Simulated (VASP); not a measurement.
# Mn2C (P4/mmm) in VASP: relaxation of cell and atoms with PBE

Aim: the relaxation of cell and atoms of Mn2C with PBE.

Everything below comes from runs of VASP 6.6.1. Logs are shortened: lines on timing, memory, paths and dates and some standing lists are left out, and cuts for length are marked.

### Step 1. The crystal as given

The structure is tetragonal, space group P4/mmm (No. 123). Conventional cell: a = 3.382 Å, b = 3.382 Å, c = 4.085 Å, α = 90.00°, β = 90.00°, γ = 90.00°. Mn (site symmetry mmm) is surrounded by 4 Mn at 2.39 Å and 4 C at 2.65 Å. C (site symmetry 4/mmm) is surrounded by 8 Mn at 2.65 Å.

The cell was built by a generator and needn't be a form met in nature.

### Step 2. Relaxation of cell and atoms, PBE, collinear spin, ferromagnetic start

Input file INCAR:

```
ALGO = Fast
EDIFF = 1E-4
EDIFFG = -0.08
ENCUT = 520
GGA = PE
IBRION = 2
ISIF = 3
ISMEAR = 0
ISPIN = 2
LASPH = T
LCHARG = F
LMAXMIX = 4
LORBIT = 11
LREAL = F
LWAVE = F
MAGMOM = 4 4 0
NELM = 60
NSW = 24
PREC = Normal
SIGMA = 0.15
```

Input file KPOINTS:

```
k-points
0
Gamma
  6 6 5
```

Input file POSCAR:

```
Mn2C
1.0
    3.3815656800      0.0000000000      0.0000000000
    0.0000000000      3.3815656800      0.0000000000
    0.0000000000      0.0000000000      4.0850841800
Mn C
2 1
Direct
    0.5000000000      0.0000000000      0.0000000000
    0.0000000000      0.5000000000      0.0000000000
    0.0000000000      0.0000000000      0.5000000000
```

Potentials or basis: VASP PAW PBE potentials, release 64 (Mn_pv, C).

Launch:

```sh
cat potpaw_PBE.64/Mn_pv/POTCAR potpaw_PBE.64/C/POTCAR > POTCAR
mpirun -np 1 vasp_std > vasp.out
```

OUTCAR:

```text
EDIFF = 1E-4
   EDIFFG = -0.08
   ENCUT = 520
   GGA = PE
   IBRION = 2
   ISIF = 3
   ISMEAR = 0
   ISPIN = 2
   LASPH = T
   LORBIT = 11
   LREAL = F
   NELM = 60
   NSW = 24
   PREC = Normal

 ion  position               nearest neighbor table
   1  0.500  0.000  0.000-   2 2.39   2 2.39   2 2.39   2 2.39
   2  0.000  0.500  0.000-   1 2.39   1 2.39   1 2.39   1 2.39
   3  0.000  0.000  0.500-

  LATTYP: Found a simple tetragonal cell.
 ALAT       =     3.3815656800
 C/A-ratio  =     1.2080451976

  Lattice vectors:

 A1 = (   3.3815656800,   0.0000000000,   0.0000000000)
 A2 = (   0.0000000000,   3.3815656800,   0.0000000000)
 A3 = (   0.0000000000,   0.0000000000,   4.0850841800)

Analysis of symmetry for initial positions (statically):
=====================================================================
 Subroutine PRICEL returns:
 Original cell was already a primitive cell.

 Routine SETGRP: Setting up the symmetry group for a
 simple tetragonal supercell.

 Subroutine GETGRP returns: Found 16 space group operations
 (whereof 16 operations were pure point group operations)
 out of a pool of 16 trial point group operations.

The static configuration has the point symmetry D_4h.

Analysis of symmetry for dynamics (positions and initial velocities):
=====================================================================
 Subroutine PRICEL returns:
 Original cell was already a primitive cell.

 Routine SETGRP: Setting up the symmetry group for a
 simple tetragonal supercell.

 Subroutine GETGRP returns: Found 16 space group operations
 (whereof 16 operations were pure point group operations)
 out of a pool of 16 trial point group operations.

The dynamic configuration has the point symmetry D_4h.

Analysis of structural, dynamic, and magnetic symmetry:
=====================================================================
 Subroutine PRICEL returns:
 Original cell was already a primitive cell.

 Routine SETGRP: Setting up the symmetry group for a
 simple tetragonal supercell.

 Subroutine GETGRP returns: Found 16 space group operations
 (whereof 16 operations were pure point group operations)
 out of a pool of 16 trial point group operations.

The overall configuration has the point symmetry D_4h.

 Subroutine INISYM returns: Found 16 space group operations
 (whereof 16 operations are pure point group operations),
 and found     1 'primitive' translations

----------------------------------------------------------------------------------------

                                     Primitive cell

  volume of cell :      46.7129

  direct lattice vectors                    reciprocal lattice vectors
     3.381565680  0.000000000  0.000000000     0.295721005  0.000000000  0.000000000
     0.000000000  3.381565680  0.000000000     0.000000000  0.295721005  0.000000000
     0.000000000  0.000000000  4.085084180     0.000000000  0.000000000  0.244792997

  length of vectors
     3.381565680  3.381565680  4.085084180     0.295721005  0.295721005  0.244792997

  position of ions in fractional coordinates (direct lattice)
     0.500000000  0.000000000  0.000000000
     0.000000000  0.500000000  0.000000000
     0.000000000  0.000000000  0.500000000

  ion indices of the primitive-cell ions
   primitive index   ion index
                 1           1
                 2           2
                 3           3

----------------------------------------------------------------------------------------

 KPOINTS: k-points

Automatic generation of k-mesh.
 Grid dimensions read from file:
 generate k-points for:    6    6    5

 Generating k-lattice:

  Cartesian coordinates                     Fractional coordinates (reciprocal lattice)
     0.049286834  0.000000000  0.000000000     0.166666667  0.000000000  0.000000000
     0.000000000  0.049286834  0.000000000     0.000000000  0.166666667  0.000000000
     0.000000000  0.000000000  0.048958599     0.000000000  0.000000000  0.200000000

  Length of vectors
     0.049286834  0.049286834  0.048958599

  Shift w.r.t. Gamma in fractional coordinates (k-lattice)
     0.000000000  0.000000000  0.000000000

 Subroutine IBZKPT returns following result:
 ===========================================

 Found     30 irreducible k-points:

 Following reciprocal coordinates:
            Coordinates               Weight
  0.000000  0.000000  0.000000      1.000000
  0.166667  0.000000  0.000000      4.000000
  0.333333  0.000000  0.000000      4.000000
  0.500000  0.000000  0.000000      2.000000
  0.166667  0.166667  0.000000      4.000000
  0.333333  0.166667  0.000000      8.000000
[... 16 lines left out ...]
  0.333333  0.000000  0.400000      8.000000
  0.500000  0.000000  0.400000      4.000000
 [... further k-points ...]
   k-points           NKPTS =     30   k-points in BZ     NKDIM =     30   number of bands    NBANDS=     23
   number of dos      NEDOS =    301   number of ions     NIONS =      3
   total plane-waves  NPLWV =   9600
   dimension x,y,z NGX =    20 NGY =   20 NGZ =   24
   dimension x,y,z NGXF=    40 NGYF=   40 NGZF=   48
   ions per type =               2   1
   NGX,Y,Z   is equivalent  to a cutoff of   9.83,  9.83,  9.77 a.u.
   NGXF,Y,Z  is equivalent  to a cutoff of  19.66, 19.66, 19.53 a.u.
 SYSTEM =  unknown system
   PREC   = normal    normal or accurate (medium, high low for compatibility)
   ISTART =      0    job   : 0-new  1-cont  2-samecut
   ICHARG =      2    charge: 1-file 2-atom 10-const
   ISPIN  =      2    spin polarized calculation?
   LNONCOLLINEAR =      F non collinear calculations
   LSORBIT =      F    spin-orbit coupling
   LASPH  =      T    aspherical Exc in radial PAW
   ENCUT  =  520.0 eV  38.22 Ry    6.18 a.u.   6.29  6.29  7.60*2*pi/ulx,y,z
   NELM   =     60;   NELMIN=  2; NELMDL= -5     # of ELM steps
   EDIFF  = 0.1E-03   stopping-criterion for ELM
   LREAL  =      F    real-space projection
   EDIFFG = -.8E-01   stopping-criterion for IOM
   NSW    =     24    number of steps for IOM
   IBRION =      2    ionic relax: 0-MD 1-quasi-New 2-CG
   NFREE  =      1    steps in history (QN), initial steepest desc. (CG)
   ISIF   =      3    stress and relaxation
   ISYM   =      2    0-nonsym 1-usesym 2-fastsym
   POTIM  = 0.5000    time-step for ionic-motion
   TEBEG  =    0.0;   TEEND  =   0.0 temperature during run
   PSTRESS=    0.0 pullay stress
   NELECT =      30.0000    total number of electrons
   NUPDOWN=      -1.0000    fix difference up-down
   EMIN   =  10.00;   EMAX   =-10.00  energy-range for DOS
   EFERMI =   0.00;   METHOD = LEGACY
   ISMEAR =     0;   SIGMA  =   0.15  broadening in eV -4-tet -1-fermi 0-gaus
   EFERMI_NEDOS =   21; number of points for ismear=-14 and -15
   IALGO  =     68    algorithm
   IMIX   =      4    mixing-type and parameters
     AMIX     =   0.40;   BMIX     =  1.00
     AMIX_MAG =   1.60;   BMIX_MAG =  1.00
  volume/ion in A,a.u.               =      15.57       105.08
  Fermi-wavevector in a.u.,A,eV,Ry     =   1.412439  2.669123 27.143403  1.994984
  Thomas-Fermi vector in A             =   2.534187
   LORBIT       =     11    0 simple, 1 ext, 2 COOP (PROOUT), +10 PAW based schemes
   GGA     = PE    functional components
   LHFCALC =     F    Hartree Fock is set to
   AEXX    =    0.0000 exact exchange contribution
   IVDW    =     0    specifies the selected vdW correction
   LEPSILON=     F    determine dielectric tensor
   LRPA    =     F    only Hartree local field effects (RPA)
 conjugate gradient relaxation of ions
 spin polarized calculation
 RMM-DIIS sequential band-by-band and
 Gauss-broadening in eV      SIGMA  =   0.15
  energy-cutoff  :      520.00
  volume of cell :       46.71
 maximum number of plane-waves:      1272
   NGX = 13   NGY = 13   NGZ = 15

--------------------------------------- Ionic step        1  -------------------------------------------

 number of electron      30.0000161 magnetization       5.5904528

 Free energy of the ion-electron system (eV)
  ---------------------------------------------------
  ext. energy  EPLUGINS =         0.00000000
  ---------------------------------------------------
  free energy    TOTEN  =       -21.00378610 eV

  energy without entropy =      -20.96699132  energy(sigma->0) =      -20.98538871

------------------------ aborting loop because EDIFF is reached ----------------------------------------

  FORCE on cell =-STRESS in cart. coord.  units (eV):
  Direction    XX          YY          ZZ          XY          YZ          ZX
  --------------------------------------------------------------------------------------
  -------------------------------------------------------------------------------------
  Total        0.3668366      0.3668366    -15.3294252      0.0000000      0.0000000      0.0000000
  in kB       12.5819086     12.5819086   -525.7748279      0.0000000      0.0000000      0.0000000
  external PRESSURE =    -166.8703369 kB  Pullay stress =       0.0000000 kB
[... 94 lines left out ...]
  FREE ENERGIE OF THE ION-ELECTRON SYSTEM (eV)
  ---------------------------------------------------
  free  energy   TOTEN  =       105.4844772077 eV

  energy  without entropy=      105.5047527797  energy(sigma->0) =      105.49461499

[... ionic steps 4 to 9 ...]

--------------------------------------- Ionic step       10  -------------------------------------------

 number of electron      30.0000120 magnetization      -0.1074318

 E-fermi :   9.7814     XC(G=0): -13.4297

 val. band max:        9.7768156635   @ k =   0.3333   0.1667   0.0000
 cond. band min:       9.7826458632   @ k =   0.5000   0.0000   0.2000
 fundamental gap:      0.0058301996
 Fermi energy:         9.7813777842

 spin component 1

 k-point     1 :       0.0000    0.0000    0.0000
  band No.  band energies     occupation
      1     -38.6061      1.00000
      2     -38.6061      1.00000
      3     -38.2390      1.00000
      4     -38.1401      1.00000
      5     -38.0813      1.00000
      6     -38.0813      1.00000
[... 1318 lines left out ...]
--------------------------------------- Ionic step       12  -------------------------------------------

 number of electron      30.0000080 magnetization      -0.0000310

 number of electron      30.0000080 magnetization       0.0351065

 Free energy of the ion-electron system (eV)
  ---------------------------------------------------
  ext. energy  EPLUGINS =         0.00000000
  ---------------------------------------------------
  free energy    TOTEN  =       -25.63952069 eV

  energy without entropy =      -25.57483709  energy(sigma->0) =      -25.60717889

 E-fermi :  10.2646     XC(G=0): -13.6305

 val. band max:       10.2607755349   @ k =   0.3333   0.3333   0.2000
 cond. band min:      10.2738371903   @ k =   0.3333   0.3333   0.4000
 fundamental gap:      0.0130616553
 Fermi energy:        10.2646386470

 spin component 1

 k-point     1 :       0.0000    0.0000    0.0000
  band No.  band energies     occupation
      1     -38.2313      1.00000
      2     -38.2313      1.00000
      3     -37.8137      1.00000
      4     -37.6976      1.00000
      5     -37.6427      1.00000
      6     -37.6427      1.00000
[... 1273 lines left out ...]
  FREE ENERGIE OF THE ION-ELECTRON SYSTEM (eV)
  ---------------------------------------------------
  free  energy   TOTEN  =       -25.6395206850 eV

  energy  without entropy=      -25.5748370896  energy(sigma->0) =      -25.60717889

 reached required accuracy - stopping structural energy minimisation

 total charge

# of ion       s       p       d       tot
------------------------------------------
    1        0.372   6.385   5.292  12.049
    2        0.372   6.385   5.292  12.049
    3        0.857   1.509   0.000   2.365
--------------------------------------------------
tot          1.601  14.279  10.584  26.464

 magnetization (x)

# of ion       s       p       d       tot
------------------------------------------
    1        0.000   0.000   0.027   0.027
    2        0.000   0.000   0.027   0.027
    3       -0.000  -0.001   0.000  -0.001
--------------------------------------------------
tot          0.000  -0.000   0.054   0.054
```

It took 2.5 min on 1 thread of Intel Xeon 6975P-C (Granite Rapids), shared host; peak memory 0.17 GiB.

What came out:

```yaml
Free_energy: -25.6395 eV
Relaxed_volume: 9.34 Å³/atom
Relaxed_cell: a = 3.363 Å, b = 3.363 Å, c = 2.478 Å, α = 90.00°, β = 90.00°, γ = 90.00°
Space_group_after_relaxing_to_0.05_Å: P4/mmm (No. 123)
Energy_gained_by_relaxing: 1545.2 meV/atom
Ionic_steps: 12
Pressure_after_relaxing: 0.8 GPa
Band_gap_on_the_k_mesh: none (metal or under the smearing width)
Net_moment: 0.04 μB per cell
Site_moments: Mn +0.03; C -0.00 μB
Valence_electrons_inside_the_program's_atomic_spheres: Mn 12.05; C 2.37
```

Stress tensor (GPa, compression positive):
```
0.97 0.00 0.00
0.00 0.97 0.00
0.00 0.00 0.56
```

The path:
| step | energy change (eV) | largest force (eV/Å) | pressure (GPa) | volume (Å³) |
| --- | --- | --- | --- | --- |
| 1 | 0.0000 | 0.0000 | -16.69 | 46.71 |
| 2 | -3.9761 | 0.0000 | -18.15 | 35.61 |
| 3 | 126.4883 | 0.0000 | 3253.12 | 12.31 |
| 4 | -3.0104 | 0.0000 | -12.73 | 35.25 |
| 5 | -4.7711 | 0.0000 | -11.09 | 32.29 |
| 6 | -1.3201 | 0.0000 | 131.90 | 22.40 |
| 7 | -4.3895 | 0.0000 | -23.58 | 30.83 |
| 8 | -4.4461 | 0.0000 | 13.65 | 26.64 |
| 9 | -4.6168 | 0.0000 | -1.97 | 28.65 |
| 10 | -4.6046 | 0.0000 | -9.14 | 29.02 |
| 11 | -4.5795 | 0.0000 | 15.08 | 26.80 |
| 12 | -4.6357 | 0.0000 | 0.83 | 28.02 |

Final structure:
```
Mn C
1.0
     3.36272    0.00000    0.00000
     0.00000    3.36272    0.00000
     0.00000    0.00000    2.47804
Mn C
2 1
Cartesian
  1.6814 0.0000 0.0000
  0.0000 1.6814 0.0000
  0.0000 0.0000 1.2390
```

Levels at points of the mesh, in eV from the Fermi level:
Spin up:
```tsv
k point	band 12	band 13	band 14	band 15	band 16	band 17	band 18	band 19
(0.00, 0.00, 0.00)	-2.81	-2.29	-0.64	-0.64	0.90	0.90	1.07	1.71
(0.50, 0.00, 0.00)	-2.04	-1.74	-1.73	-0.16	-0.16	0.18	0.37	1.63
(0.50, 0.50, 0.00)	-2.77	-1.31	-0.83	-0.83	-0.64	0.87	1.21	3.06
```
Spin down:
| k point | band 13 | band 14 | band 15 | band 16 | band 17 | band 18 |
| --- | --- | --- | --- | --- | --- | --- |
| (0.00, 0.00, 0.00) | -2.28 | -0.62 | -0.62 | 0.92 | 0.92 | 1.09 |
| (0.50, 0.00, 0.00) | -1.73 | -1.72 | -0.14 | -0.14 | 0.21 | 0.40 |
| (0.50, 0.50, 0.00) | -1.31 | -0.81 | -0.81 | -0.62 | 0.89 | 1.24 |

Caveat: the starting moments collapsed, and a magnetic state may lie lower; the volume moved by over 15 % at a fixed basis, so the end points are rough; the relaxation stopped at a loose force limit of 0.08 eV/Å, so its end isn't a converged minimum.
